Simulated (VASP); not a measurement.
An input for Ansatz (written as the equivalent of a VASP run, and not itself run):

Ansatz 0.2 input:
```yaml
crystal:
  lattice:
    - [2.8800000, 0.0000000, 0.0000000]
    - [0.0000000, 2.8800000, 0.0000000]
    - [0.0000000, 0.0000000, 2.8800000]
  atoms:
    - { symbol: Ga, position: [0.5000000, 0.5000000, 0.5000000] }
    - { symbol: Co, position: [0.0000000, 0.0000000, 0.0000000] }
kpoints:
  mp_grid: { grid: [11, 11, 11] }
hamiltonian:
  xc: pbe
  pseudopotentials: { kind: paw }
scf:
  occupations: { method: methfessel_paxton, width: 0.1 }
  max_iter: 100
output: { forces: true, stress: true, eigenvalues: true }
```

Q: Translate this input to VASP (INCAR, KPOINTS, POSCAR, choice of POTCAR).

A: One answer among several that fit: 
KPOINTS:
```
Automatic mesh
0
G
 11 11 11
0 0 0
```

### INCAR
```
# general
SYSTEM  = CoGa
PREC    = Accurate
ENCUT   = 400   # plane-wave cut-off (eV)
LREAL   = .FALSE.   # projection in real space or not
LASPH   = .TRUE.   # aspherical one-centre terms

# electronic loop
EDIFF   = 1E-6   # SCF stop (eV)
NELM    = 100   # most electronic steps
ALGO    = Normal
LMAXMIX = 4

# smearing
ISMEAR  = 1   # Methfessel-Paxton
SIGMA   = 0.1

# functional
GGA     = PE   # PBE

# ions
ISIF    = 2

# output
LWAVE   = .FALSE.
LCHARG  = .FALSE.
```

### POSCAR
```
CoGa
1
    2.8800000000     0.0000000000     0.0000000000
    0.0000000000     2.8800000000     0.0000000000
    0.0000000000     0.0000000000     2.8800000000
Ga Co
1 1
Direct
  0.5000000000   0.5000000000   0.5000000000
  0.0000000000   0.0000000000   0.0000000000
```

POTCAR, in this order: Ga_d Co (PBE.64 set). Program: vasp_std.

The two are equivalent in intent, not identical: each code has its own PAW files, so the cut-off isn't converted (ENCUT is set for VASP's; basis.ecutwfc is left out, and Ansatz then takes the one that its files recommend); Ansatz stops its SCF on the density residual and VASP on the energy change (EDIFF).

The compound is CoGa in the CsCl type structure. The cell was not relaxed at this level.
